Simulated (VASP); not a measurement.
Level of theory: PBE GGA, VASP's PBE PAW potentials (set 64) (plane waves; VASP).

Input for VASP

POSCAR:
```
NaI
1
    0.0000000000     3.2240809962     3.2240809962
    3.2240809962     0.0000000000     3.2240809962
    3.2240809962     3.2240809962     0.0000000000
Na I
1 1
Direct
  0.0000000000   0.0000000000   0.0000000000
  0.5000000000   0.5000000000   0.5000000000
```

File KPOINTS:
```
Automatic mesh
0
Gamma
6 6 6
0 0 0
```

**INCAR**
```
! general
SYSTEM   =  NaI
PREC     =  Accurate
ENCUT    =  480
LREAL    =  F
LASPH    =  T   ! aspherical one-centre terms

! electronic loop
EDIFF    =  1E-7   ! SCF stop (eV)
NELM     =  100
ALGO     =  Normal
LMAXMIX  =  4

! smearing
ISMEAR   =  0
SIGMA    =  0.05

! functional
GGA      =  PE

! ions
ISIF     =  2   ! forces and stress, cell fixed

! output
LWAVE    =  F
LCHARG   =  F
```

POTCAR, in this order: Na_pv I (PBE.64 set). Program: vasp_std.

Unless said otherwise, spin-orbit coupling is left out, though it shifts the bands of the heavy elements here.

Q: Predict the energy per atom (σ→0), band gap (on the k-mesh).

A: 
energy per atom (σ→0): -2.691 eV/atom
band gap (on the k-mesh): 3.67 eV

### OSZICAR
```
...
DAV:   7    -0.538022282183E+01    0.85470E-02   -0.72458E-02   403   0.167E+00    0.585E-01
DAV:   8    -0.538223167033E+01   -0.20088E-02   -0.51689E-03   358   0.703E-01    0.159E-01
DAV:   9    -0.538219900478E+01    0.32666E-04   -0.15324E-04   409   0.138E-01    0.418E-02
DAV:  10    -0.538221256714E+01   -0.13562E-04   -0.39348E-05   403   0.785E-02    0.694E-03
DAV:  11    -0.538221286116E+01   -0.29402E-06   -0.44082E-06   382   0.246E-02    0.214E-03
DAV:  12    -0.538221310227E+01   -0.24111E-06   -0.54767E-07   391   0.602E-03    0.111E-03
DAV:  13    -0.538221315778E+01   -0.55511E-07   -0.87936E-09   251   0.107E-03
   1 F= -.53822132E+01 E0= -.53822132E+01  d E =-.413945E-19
```

The compound is NaI in the rock salt structure. This cell was strained or had an atom moved on purpose.
